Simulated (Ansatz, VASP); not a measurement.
# HfB2 in two plane-wave programs, part 2 of 2

Wanted: the spread between two codes on one cell, functional and k mesh. The cell is taken from a series of runs on this material, whose earlier steps may have relaxed, scaled, displaced or heated it; both programs get it as it stands.

VASP 6.6.1 and Ansatz 0.2.0.

So far: Set-up; VASP: zone-centre phonons, PBEsol.

## (3) Ansatz: zone-centre phonons, PBEsol

Level of this step: Ansatz beside VASP: Kohn-Sham DFT, plane waves, PBEsol (Ansatz).

Ansatz runs on its PAW soft_1 files.

The same cell, functional, mesh and smearing now go to Ansatz, which takes its cutoff from its data sets.

input.yaml reads:

```yaml
crystal:
  lattice:
    - [3.220971119, 0.0, 0.0]
    - [-1.6104855595, 2.7894428139, 0.0]
    - [0.0, 0.0, 3.3901848342]
  atoms:
    - { symbol: B, position: [0.3333333333, 0.6666666667, 0.5] }
    - { symbol: B, position: [0.6666666667, 0.3333333333, 0.5] }
    - { symbol: Hf, position: [0.0, 0.0, 0.0] }
kpoints:
  mp_grid: { grid: [15, 15, 12] }
hamiltonian:
  xc: pbesol
  pseudopotentials: { kind: paw, azcp: { folder: soft_1 }, xc_functional: pbe }
scf:
  occupations: { method: methfessel_paxton, width: 0.2 }
output:
  eigenvalues: true
phonons:
  method: dfpt
```

On the command line:

```bash
> ansatz run input.yaml --threads 4 --pin off --max-ram 10240MiB --backend cpu --events-out ev --progress --plain --runs-dir out
```

Numbers of over 12 decimals in the logs are rounded to 6 here.

Log:

```text
zone centre: on kpoints.mp_grid the ground state, and the responses unless they are solved on pairs of k-points, stand on 448 of the mesh's 2700 k-points, reduced under 4 symmetry operations, with k and −k counted as one. Each operation leaves every solved displacement unchanged or reverses it
Engine: ansatz 0.2.0, aarch64-unknown-linux-gnu
Pseudopotentials: kind: paw
Pseudopotential: B, paw, valence charge 3, recommended cutoff 420 eV (normal), soft_1/B.paw.azcp
Pseudopotential: Hf, paw, valence charge 26, recommended cutoff 420 eV (normal), soft_1/Hf.paw.azcp
Functional definition: PBEsol
  exchange = pbesol_x
  correlation = pbesol_c
Crystal: 3 atoms, lattice volume = 30.460 Å³
Basis set: ecut = 420 eV, 623 PW (Γ), exchange–correlation on 48×48×48 points (8 copies of the dense FFT grid, shifted against one another)
Bands: 20, of which v1, the nominal top of the filled ones, is band 16 counted from 1 (15 counted from 0)
Symmetry: 24 space group operations
k-points: 448 of 2700 (irreducible under 4 space group operations, time reversal used)
Non-local potential: B, projectors of the file, l = 0: 2, l = 1: 2, l = 2: 1
Non-local potential: Hf, projectors of the file, l = 0: 3, l = 1: 2, l = 2: 2, l = 3: 3
PAW form: soft (Blöchl's): semilocal exchange-correlation on the pseudo side does not see the compensation charge
PAW frozen core: B, regenerated for the run's functional, and the local potential with it (the file was generated under x = pbe(κ = 0.804, μ = 0.219515), c = pbe(β = 0.066725))
PAW frozen core: Hf, regenerated for the run's functional, and the local potential with it (the file was generated under x = pbe(κ = 0.804, μ = 0.219515), c = pbe(β = 0.066725))
PAW one-centre angular grid: B, 110 points (default); XC on 64 Gauss nodes
PAW one-centre angular grid: Hf, 590 points (default); XC on 64 Gauss nodes
Initial density: superposition of atomic densities (chi_scale 0.1, normalization cell, long waves kept (reshape's long-wave potential 0.00 eV rms))
Initial wavefunctions: pseudopotential atomic-orbital guess
Functional: x = pbesol(κ = 0.804, μ = 0.123457), c = pbesol(β = 0.046)
SCF iter   1: F=—  HF=-15907.771176 eV  |F-HF|=—  |Δ(HF+E_count)|=         —  Δρ=5.79e-2  dr2=1.57e0  ethr=3.10e-3  ⟨swp⟩=4.4  Hψ=35130  notcnv=0
preconditioner: auto → none  [metal: Δε(μ)=0.058 eV  Ē_g=16.542 eV  σ=0.200 eV  W_gap=0.24  n_scr=8 (ndim 8)  ℏωp=36.9 eV  f_vac=0.000  D(μ)=0.28/eV (n_scr^D=0)  sad-step TF]
SCF iter   2: F=—  HF=-15907.440797 eV  |F-HF|=—  |Δ(HF+E_count)|=   3.30e-1  S|Δr|=    0.00e0  Δρ=3.06e-2  dr2=4.53e-1  ethr=3.10e-3  ⟨swp⟩=3.0  Hψ=18718  notcnv=0
SCF iter   3: F=—  HF=-15907.334432 eV  |F-HF|=—  |Δ(HF+E_count)|=   1.06e-1  S|Δr|=    0.00e0  Δρ=9.75e-3  dr2=1.90e-2  ethr=1.41e-3  ⟨swp⟩=2.0  Hψ=18301  notcnv=0
SCF iter   4: F=—  HF=-15907.286669 eV  |F-HF|=—  |Δ(HF+E_count)|=   4.78e-2  S|Δr|=    0.00e0  Δρ=2.78e-3  dr2=1.18e-3  ethr=5.94e-5  ⟨swp⟩=2.8  Hψ=19050  notcnv=0
SCF iter   5: F=—  HF=-15907.289329 eV  |F-HF|=—  |Δ(HF+E_count)|=   2.66e-3  S|Δr|=    0.00e0  Δρ=8.00e-4  dr2=2.10e-4  ethr=3.69e-6  ⟨swp⟩=2.0  Hψ=16350  notcnv=0
SCF iter   6: F=—  HF=-15907.289170 eV  |F-HF|=—  |Δ(HF+E_count)|=   1.59e-4  S|Δr|=    0.00e0  Δρ=9.83e-5  dr2=4.84e-6  ethr=6.57e-7  ⟨swp⟩=2.1  Hψ=16184  notcnv=0
SCF iter   7: F=—  HF=-15907.289171 eV  |F-HF|=—  |Δ(HF+E_count)|=   1.05e-6  S|Δr|=    0.00e0  Δρ=2.37e-5  dr2=1.62e-7  ethr=1.51e-8  ⟨swp⟩=2.5  Hψ=15517  notcnv=0
SCF iter   8: F=—  HF=-15907.289172 eV  |F-HF|=—  |Δ(HF+E_count)|=   7.57e-7  S|Δr|=    0.00e0  Δρ=2.35e-6  dr2=4.25e-10  ethr=5.06e-10  ⟨swp⟩=2.1  Hψ=15396  notcnv=0
SCF iter   9: F=—  HF=-15907.289172 eV  |F-HF|=—  |Δ(HF+E_count)|=  5.44e-10  S|Δr|=    0.00e0  Δρ=2.55e-7  dr2=2.93e-11  ethr=1.33e-12  ⟨swp⟩=2.6  Hψ=17509  notcnv=0
SCF iter  10: F=-15907.289172 eV  HF=-15907.289172 eV  |F-HF|=1.09e-11  |Δ(HF+E_count)|=  1.82e-12  S|Δr|=    0.00e0  Δρ=3.66e-8  dr2=2.58e-13  ethr=1.00e-12  ⟨swp⟩=6.5  Hψ=46726  notcnv=0
the search or the solves at the SCF's close seem to have found levels that the self-consistency loop had missed (the run counts 2). By its estimate they hold under 1e-12 electrons; where the run keeps them, the occupations were computed again with them
SCF 1 converged in 10 iterations: F = -15907.289172 eV  dr2 = 2.58e-13
  greatest PAW one-centre occupation: 0.998 electrons in one spin orbital (limit 2), on the Hf atom at site 2 (counted from 0), in its partial waves of l = 0
DFPT response loops at Γ: preconditioner auto → Kerker (q_TF=auto, 2.751 Å⁻¹) (partly filled bands, converged f_vac=0.000); β = 1.00, the filter's whole step (`scf.mixing.beta` (0.50) is not read by the response loops under this deck's `scf.mixing.preconditioner`; to damp them name `kerker` or `kerker_dos`, under which they read `scf.mixing.beta`, and type it under 1.00, their step now; both keys bind the ground state too); Broyden in place of MSR1
SCF converged after 10 iterations
Stability not checked: this state was not tested for a lower state beside it, because cold or Methfessel-Paxton smearing, or corrected tetrahedra, fill the levels in a way that the test cannot read (fill_not_monotonic; see scf.lower_state_search)
Free energy (F): -15907.289172 eV
Harris-Foulkes:  -15907.289172 eV  (|F-HF|=1.09e-11)
Internal energy: -15907.288935 eV  (E = F + TS)
E sigma→0 (E₀):  -15907.289113 eV
Entropy (-TS):   -0.000236 eV (-0.079 meV/atom)
Fermi energy:    18.634893 eV
--- Per-component energies (eV) ---
  E_band       = 68.032269
  E_kinetic    = 508.109429
  E_local      = -6572.187140  (includes V_loc(G=0)·N_el)
  E_nonlocal   = 81.743031
  E_hartree    = 3226.133266
  E_xc         = -331.263657
  E_vxc        = -333.729146  (∫ρ·V_xc dr)
  E_paw        = -7726.867372  (= ΣΔE_a)
  E_vpaw       = -68.170565  (= ΣTr[D̂ρ^β])
  E_aug_tail   = 0.000122  (compensation charges beyond the density's cutoff)
  E_ewald      = -5094.237093
  E_core_change = 1.280478  (= ΣΔE_core)
  E_smearing   = -0.000236  (= −TS)
  E_closure    = 0.000000  (closes the sum)
  Σ components = -15907.289172   (vs F -15907.289172, Δ=0.00e0)
--- Band table (eV; the first three rows and the last of 448) ---
  k-point 0: bands = [... 12 lower, 15.3844, 15.3844, 15.8415, 16.3381, 22.4304, 22.4304, 22.7541, 23.1517]
  k-point 1: bands = [... 12 lower, 14.9889, 15.4612, 15.4612, 17.1459, 21.4511, 21.4511, 22.7750, 23.2753]
  k-point 2: bands = [... 12 lower, 13.8841, 15.6881, 15.6881, 18.1551, 20.3809, 20.3809, 22.5688, 22.5688]
  k-point 447: bands = [... 12 lower, 11.3456, 13.5992, 14.0673, 15.6137, 22.9656, 23.1515, 23.8265, 25.1115]
--- Phonons (Γ-DFPT): 4 representative perturbations + reference, on 448 of 2700 k-points (Σ response iterations 12) ---
  k mesh reduced under 4 symmetry operations, with k and −k counted as one. Each operation leaves every solved displacement unchanged or reverses it
  ASR residual: 7.521e-6 → 0.000e0 eV/Å²; symmetrization residual: 8.728e-7 eV/Å²
  ASR residual per site (eV/Å²): 7.52e-6 7.52e-6 3.39e-6
  Γ frequencies (cm⁻¹): 0.00 0.00 0.00 435.71 435.71 459.39 521.42 695.68 695.68
  non-analytic LO–TO correction: not included (Born effective charges unavailable; polar crystals: no LO–TO splitting at Γ)
```

The column dr2 measures how far the density is from self-consistency, as an energy; F and HF (Harris–Foulkes) agree once it is small.

## (4) Comparison

Known differences besides the potentials themselves: the data sets hold 32 valence electrons in Ansatz (on its PAW soft_1 files) and 16 in VASP; the cutoff is 420 eV in Ansatz and 500 eV in VASP; Ansatz makes its cores anew for this functional, VASP keeps those of its PBE data sets. Total energies have different zeros and are not compared.

The two programs side by side:

| quantity | Ansatz | VASP | difference |
| --- | --- | --- | --- |
| optical mode 1 to 2 (cm⁻¹) | 435.7 | 437.1 | -0.32 % |
| optical mode 3 (cm⁻¹) | 459.4 | 460.3 | -0.19 % |
| optical mode 4 (cm⁻¹) | 521.4 | 523.3 | -0.37 % |
| optical mode 5 to 6 (cm⁻¹) | 695.7 | 700.2 | -0.65 % |

Modes are paired by rising frequency, not by their patterns, so a pair may set unlike modes beside each other; they are those without the splitting of longitudinal modes.

## (5) Outcome

| Property | Result |
| --- | --- |
| r.m.s. difference of the optical zone-centre modes, each program's sorted by frequency (zone-centre phonons, PBEsol) | 2.9 cm⁻¹ |
| difference in optical mode 5 to 6 (zone-centre phonons, PBEsol) | -0.6 % |

The r.m.s. difference of the optical zone-centre modes, each program's sorted by frequency is 2.9 cm⁻¹ (zone-centre phonons, PBEsol). The data sets hold unlike numbers of valence electrons (32 in Ansatz and 16 in VASP), so part of the differences comes from the potentials. Among the rows given in per cent, the largest difference of the zone-centre phonons, PBEsol pair is in optical mode 5 to 6, -0.6 %. How closely two codes agree says nothing of how well the functional describes the real material.

[Lines on the potential files, build, host, timing and source positions are cut from VASP's logs without a mark.]

[Logs are printed without paths, hosts, clocks, repeated set-up lines and the standing remarks that a program may print on its own settings, such as how far it seeks lower states.]

[Hosts, paths, dates, database ids (printed as entryN), source tags and the programs' standing remarks are cut or masked in the printed files.]
